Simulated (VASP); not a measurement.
Output of a VASP run:

### OSZICAR
```
       N       E                     dE             d eps       ncg     rms          rms(c)
DAV:   1     0.102215162588E+03    0.10222E+03   -0.94212E+03   384   0.124E+03
DAV:   2    -0.193811391720E+02   -0.12160E+03   -0.11801E+03   428   0.344E+02
DAV:   3    -0.223009422414E+02   -0.29198E+01   -0.28813E+01   500   0.535E+01
DAV:   4    -0.223415972595E+02   -0.40655E-01   -0.40610E-01   420   0.585E+00
DAV:   5    -0.223429894349E+02   -0.13922E-02   -0.84928E-03   480   0.597E-01    0.207E+01
DAV:   6    -0.193557464808E+02    0.29872E+01   -0.14090E+01   384   0.309E+01    0.284E+00
DAV:   7    -0.193054123961E+02    0.50334E-01   -0.32470E-01   388   0.504E+00    0.226E+00
DAV:   8    -0.192898860072E+02    0.15526E-01   -0.34051E-02   420   0.165E+00    0.319E-01
DAV:   9    -0.192937015940E+02   -0.38156E-02   -0.89545E-04   428   0.288E-01    0.108E-01
DAV:  10    -0.192937995254E+02   -0.97931E-04   -0.73489E-04   420   0.208E-01    0.165E-02
DAV:  11    -0.192937920323E+02    0.74932E-05   -0.33262E-05   408   0.579E-02    0.749E-03
DAV:  12    -0.192937914283E+02    0.60401E-06   -0.31644E-06   392   0.140E-02
   1 F= -.19293791E+02 E0= -.19276105E+02  d E =-.353722E-01
```

### OUTCAR
```
------------------------ aborting loop because EDIFF is reached ----------------------------------------
  FORCE on cell =-STRESS in cart. coord.  units (eV):
  Direction    XX          YY          ZZ          XY          YZ          ZX
  --------------------------------------------------------------------------------------
  Total       -6.5827327     -6.5827327     -6.5827327      0.0000000     -0.0000000      0.0000000
  in kB     -389.3951215   -389.3951215   -389.3951215      0.0000000     -0.0000000      0.0000000
  external PRESSURE =    -389.3951215 kB  Pullay stress =       0.0000000 kB
  volume of cell :       27.08
      direct lattice vectors                 reciprocal lattice vectors
     0.000000000  2.383593000  2.383593000    -0.209767355  0.209767355  0.209767355
     2.383593000  0.000000000  2.383593000     0.209767355 -0.209767355  0.209767355
     2.383593000  2.383593000  0.000000000     0.209767355  0.209767355 -0.209767355
 POSITION                                       TOTAL-FORCE (eV/Angst)
 -----------------------------------------------------------------------------------
      0.00000      0.00000      0.00000         0.000000     -0.000000     -0.000000
      2.38359      2.38359      2.38359        -0.000000      0.000000      0.000000
 -----------------------------------------------------------------------------------
    total drift:                               -0.000000     -0.000000      0.000000
  FREE ENERGIE OF THE ION-ELECTRON SYSTEM (eV)
  ---------------------------------------------------
  free  energy   TOTEN  =       -19.2937914283 eV

  energy  without entropy=      -19.2584192448  energy(sigma->0) =      -19.27610534
```
(Selected blocks of OUTCAR.)

POSCAR:
```
BW
1
    0.0000000000     2.3835930000     2.3835930000
    2.3835930000     0.0000000000     2.3835930000
    2.3835930000     2.3835930000     0.0000000000
B W
1 1
Direct
  0.0000000000   0.0000000000   0.0000000000
  0.5000000000   0.5000000000   0.5000000000
```

Write an INCAR and KPOINTS that could have produced this output.

One answer among several that fit: the input of the run itself, PBE GGA, plane waves, VASP's PBE PAW potentials (set 64).

### KPOINTS
```
Automatic mesh
0
Gamma
6 6 6
0 0 0
```

INCAR:
```
# general
SYSTEM =BW
PREC   =Accurate
ENCUT  =400   # plane-wave cut-off (eV)
LREAL  =F
LASPH  =T

# electronic loop
EDIFF  =1E-6
NELM   =100   # most electronic steps
ALGO   =Normal
LMAXMIX=6   # l cut-off of mixed one-centre charges

# smearing
ISMEAR =-1
SIGMA  =0.1   # width (eV)

# functional
GGA    =PE

# ions
ISIF   =2

# output
LWAVE  =F
LCHARG =F
```

POTCAR, in this order: B W_sv (PBE.64 set). Program: vasp_std.

At this cut-off the stress carries a Pulay error, which pulls relaxed volumes low.

The structure was generated: BW was put into an ordered model structure, which need not be its known phase. The cell was not relaxed at this level. The k-mesh is coarse (spacing up to 0.38 per Å, 2π included), so the numbers may not be converged in it. The electron count is odd and the run is not spin-polarised, which forces a metal.
